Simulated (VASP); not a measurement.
Method: r2SCAN meta-GGA, VASP's PBE PAW potentials (set 64) (plane waves; VASP).

A VASP calculation is set up with these files.

INCAR:
```
SYSTEM=Ni
PREC=Accurate; ENCUT=400; LREAL=.FALSE.
LASPH=.TRUE.
EDIFF=1E-6; NELM=100; ALGO=Normal
LMAXMIX=4; LMIXTAU=.TRUE.
ISMEAR=1; SIGMA=0.1
METAGGA=R2SCAN
ISPIN=2; MAGMOM=2.0
IBRION=2; NSW=60; ISIF=3
EDIFFG=-0.01
LWAVE=.FALSE.; LCHARG=.FALSE.; LORBIT=10
```

POSCAR:
```
Ni
1.0
 -1.3969130000   1.3969130000   1.3969130000
  1.3969130000  -1.3969130000   1.3969130000
  1.3969130000   1.3969130000  -1.3969130000
Ni
1
Direct
  0.0000000000   0.0000000000   0.0000000000
```

**KPOINTS**
```
K-points
0
G
 16 16 16
0 0 0
```

POTCAR, in this order: Ni (PBE.64 set). Program: vasp_std.

The run wrote:

### OUTCAR
```
 ion  position               nearest neighbor table
   1  0.000  0.000  0.000-
  LATTYP: Found a body centered cubic cell.
 ALAT       =     2.7938260000
 Subroutine PRICEL returns:
 Original cell was already a primitive cell.
 Subroutine GETGRP returns: Found 48 space group operations
The static configuration has the point symmetry O_h .
The dynamic configuration has the point symmetry O_h .
The overall configuration has the point symmetry O_h .
 Subroutine INISYM returns: Found 48 space group operations
 Subroutine IBZKPT returns following result:
 Found    145 irreducible k-points:

 Following reciprocal coordinates:
            Coordinates               Weight
  0.000000  0.000000  0.000000      1.000000
  0.062500  0.000000  0.000000     12.000000
  0.125000  0.000000  0.000000     12.000000
  0.187500  0.000000  0.000000     12.000000
  0.250000  0.000000  0.000000     12.000000
  0.312500  0.000000  0.000000     12.000000
  0.375000  0.000000  0.000000     12.000000
  0.437500  0.000000  0.000000     12.000000
  0.500000  0.000000  0.000000      6.000000
  0.062500  0.062500  0.000000     24.000000
  0.125000  0.062500  0.000000     48.000000
  0.187500  0.062500 -0.000000     48.000000
  0.250000  0.062500  0.000000     48.000000
  0.312500  0.062500 -0.000000     48.000000
  0.375000  0.062500 -0.000000     48.000000
  0.437500  0.062500  0.000000     48.000000
  0.125000  0.125000  0.000000     24.000000
  0.187500  0.125000  0.000000     48.000000
  0.250000  0.125000  0.000000     48.000000
  0.312500  0.125000  0.000000     48.000000
  0.375000  0.125000 -0.000000     48.000000
  0.437500  0.125000  0.000000     24.000000
  0.187500  0.187500  0.000000     24.000000
  0.250000  0.187500  0.000000     48.000000
...
```

### OSZICAR
```
       N       E                     dE             d eps       ncg     rms          rms(c)
DAV:   1     0.154759709559E+02    0.15476E+02   -0.43389E+03  6046   0.116E+03
DAV:   2    -0.132048562497E+02   -0.28681E+02   -0.27167E+02  5910   0.158E+02
DAV:   3    -0.138060805803E+02   -0.60122E+00   -0.59566E+00  6470   0.283E+01
DAV:   4    -0.138116247105E+02   -0.55441E-02   -0.55428E-02  6462   0.245E+00
DAV:   5    -0.138117675062E+02   -0.14280E-03   -0.14279E-03  6750   0.355E-01    0.113E+01
DAV:   6    -0.124383955908E+02    0.13734E+01   -0.23457E+01  6424   0.810E+01    0.913E+00
DAV:   7    -0.118236937432E+02    0.61470E+00   -0.73412E+00  6510   0.353E+01    0.229E+00
DAV:   8    -0.118263157085E+02   -0.26220E-02   -0.67097E-02  6328   0.376E+00    0.144E+00
DAV:   9    -0.118217328110E+02    0.45829E-02   -0.26280E-02  6732   0.207E+00    0.539E-01
DAV:  10    -0.118227995501E+02   -0.10667E-02   -0.30146E-02  6116   0.197E+00    0.239E-01
DAV:  11    -0.118230599253E+02   -0.26038E-03   -0.84957E-03  6202   0.119E+00    0.684E-02
DAV:  12    -0.118230501408E+02    0.97845E-05   -0.47947E-04  6442   0.338E-01    0.318E-02
DAV:  13    -0.118230411941E+02    0.89467E-05   -0.53490E-05  7150   0.840E-02    0.312E-02
DAV:  14    -0.118230487454E+02   -0.75513E-05   -0.79918E-05  6986   0.109E-01    0.643E-03
DAV:  15    -0.118230464709E+02    0.22745E-05   -0.37754E-06  3416   0.214E-02    0.344E-03
DAV:  16    -0.118230462284E+02    0.24241E-06   -0.51647E-07  2982   0.853E-03
   1 F= -.11823046E+02 E0= -.11822949E+02  d E =-.118230E+02  mag=     0.5978
       N       E                     dE             d eps       ncg     rms          rms(c)
DAV:   1    -0.126180143501E+02   -0.79497E+00   -0.11928E+01  6348   0.543E+01    0.749E+00
DAV:   2    -0.119984494484E+02    0.61956E+00   -0.10196E+01  6448   0.476E+01    0.371E+00
DAV:   3    -0.118405393414E+02    0.15791E+00   -0.18922E+00  6580   0.184E+01    0.148E+00
DAV:   4    -0.118246874002E+02    0.15852E-01   -0.71599E-02  7328   0.247E+00    0.590E-01
DAV:   5    -0.118221444438E+02    0.25430E-02   -0.35634E-03  7124   0.604E-01    0.202E-01
DAV:   6    -0.118221321498E+02    0.12294E-04   -0.26278E-03  6814   0.818E-01    0.101E-01
DAV:   7    -0.118221690103E+02   -0.36861E-04   -0.64742E-04  6136   0.271E-01    0.410E-02
DAV:   8    -0.118221800891E+02   -0.11079E-04   -0.17790E-04  6720   0.145E-01    0.118E-02
DAV:   9    -0.118221814955E+02   -0.14065E-05   -0.21008E-05  6088   0.532E-02    0.215E-03
DAV:  10    -0.118221822395E+02   -0.74397E-06   -0.28612E-07  3146   0.733E-03
   2 F= -.11822182E+02 E0= -.11822143E+02  d E =0.863989E-03  mag=     0.5709
       N       E                     dE             d eps       ncg     rms          rms(c)
DAV:   1    -0.120429435403E+02   -0.22076E+00   -0.32076E+00  6330   0.297E+01    0.382E+00
DAV:   2    -0.118916324212E+02    0.15131E+00   -0.31609E+00  6508   0.238E+01    0.204E+00
DAV:   3    -0.118344739059E+02    0.57159E-01   -0.53068E-01  6562   0.103E+01    0.773E-01
DAV:   4    -0.118312622812E+02    0.32116E-02   -0.16988E-02  6812   0.101E+00    0.318E-01
DAV:   5    -0.118307857638E+02    0.47652E-03   -0.12860E-03  6726   0.410E-01    0.118E-01
DAV:   6    -0.118308138625E+02   -0.28099E-04   -0.76198E-05  7946   0.917E-02    0.886E-02
DAV:   7    -0.118308320707E+02   -0.18208E-04   -0.12584E-05  6232   0.520E-02    0.338E-02
DAV:   8    -0.118308425150E+02   -0.10444E-04   -0.11176E-04  6758   0.122E-01    0.441E-03
DAV:   9    -0.118308443609E+02   -0.18459E-05   -0.40070E-06  3616   0.219E-02    0.258E-03
DAV:  10    -0.118308435538E+02    0.80712E-06   -0.14933E-07  2914   0.457E-03
   3 F= -.11830844E+02 E0= -.11830764E+02  d E =-.779733E-02  mag=     0.5827
```

File OUTCAR:
```
------------------------ aborting loop because EDIFF is reached ----------------------------------------
  FORCE on cell =-STRESS in cart. coord.  units (eV):
  Direction    XX          YY          ZZ          XY          YZ          ZX
  --------------------------------------------------------------------------------------
  Total       -0.0097652     -0.0097652     -0.0097652      0.0000000      0.0000000     -0.0000000
  in kB       -1.4836725     -1.4836725     -1.4836725      0.0000000      0.0000000     -0.0000000
  external PRESSURE =      -1.4836725 kB  Pullay stress =       0.0000000 kB
  volume of cell :       10.55
      direct lattice vectors                 reciprocal lattice vectors
    -1.381435672  1.381435672  1.381435672     0.000000000  0.361942297  0.361942297
     1.381435672 -1.381435672  1.381435672     0.361942297  0.000000000  0.361942297
     1.381435672  1.381435672 -1.381435672     0.361942297  0.361942297  0.000000000
 POSITION                                       TOTAL-FORCE (eV/Angst)
 -----------------------------------------------------------------------------------
     -0.00000      0.00000      0.00000        -0.000000      0.000000     -0.000000
 -----------------------------------------------------------------------------------
    total drift:                                0.000000      0.000000     -0.000000
  FREE ENERGIE OF THE ION-ELECTRON SYSTEM (eV)
  ---------------------------------------------------
  free  energy   TOTEN  =       -11.8308435538 eV

  energy  without entropy=      -11.8306054275  energy(sigma->0) =      -11.83076418

 total charge

# of ion       s       p       d       tot
------------------------------------------
    1        0.518   0.529   8.360   9.407

 magnetization (x)

# of ion       s       p       d       tot
------------------------------------------
    1       -0.009  -0.030   0.636   0.597

 reached required accuracy - stopping structural energy minimisation
```
(Selected blocks of OUTCAR.)

**CONTCAR**
```
Ni
   1.00000000000000
    -1.3814356720713528    1.3814356720713528    1.3814356720713528
     1.3814356720713528   -1.3814356720713528    1.3814356720713528
     1.3814356720713528    1.3814356720713528   -1.3814356720713528
  Ni
     1
Direct
     0.0000000000000000    0.0000000000000000    0.0000000000000000
```

Energy and stress use the plane-wave basis of the starting cell.

The structure was generated: Ni was put into the bcc type (Im-3m), which need not be its known phase. This run relaxes it. Symmetry was kept, so distortions that lower it aren't found.
